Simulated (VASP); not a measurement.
A run of VASP 6.6.1 is set up as follows.

The input INCAR:

```
SYSTEM = KBi6Os
PREC = Accurate ; ENCUT = 520
EDIFF = 1E-6 ; ISMEAR = -1
SIGMA = 0.1 ; LREAL = .FALSE.
LASPH = .TRUE. ; NELM = 80
ALGO = Normal ; ISIF = 2
LWAVE = .FALSE. ; LCHARG = .TRUE.
GGA = RP ; LELF = .TRUE.
LVHAR = .TRUE. ; NBANDS = 64
```

File KPOINTS:

```
Automatic mesh
0
G
  3 3 3
  0 0 0
```

POSCAR

```
KBi6Os
1.0
    6.3917594700      0.0000000000      0.0000000000
   -0.7988870800      6.3416349900      0.0000000000
   -0.7988870800     -0.9058343400      6.2766155200
Os Bi K
1 6 1
Direct
    0.0000000000      0.0000000000      0.0000000000
    0.7170000000      0.7890000000      0.1030000000
    0.1030000000      0.7170000000      0.7890000000
    0.7890000000      0.1030000000      0.7170000000
    0.2830000000      0.2110000000      0.8970000000
    0.8970000000      0.2830000000      0.2110000000
    0.2110000000      0.8970000000      0.2830000000
    0.5000000000      0.5000000000      0.5000000000
```

Potentials or basis: VASP PAW PBE potentials, release 64 (Os, Bi_d, K_sv).

Run with:

```sh
$ cat potpaw_PBE.64/Os/POTCAR potpaw_PBE.64/Bi_d/POTCAR potpaw_PBE.64/K_sv/POTCAR > POTCAR
$ mpirun -np 1 vasp_std > vasp.out
```

Question: Estimate the pressure.

Answer: 26.7 GPa.

Question: What does it give for the band gap on the k mesh?

Answer: None (metal or under the smearing width).

Question: Predict the largest force.

Answer: 9.169 eV/Å.

Stress tensor (GPa, compression positive):
```
27.23 -1.74 -2.01
-1.74 26.79 -2.27
-2.01 -2.27 26.13
```

Caveat: so large a pressure means that the cell lies far from this level's equilibrium, or that cutoff or potentials fall short; the potentials were made for another functional, which shifts forces and pressure; spin-orbit coupling is left out, which moves the levels of the heavy elements.
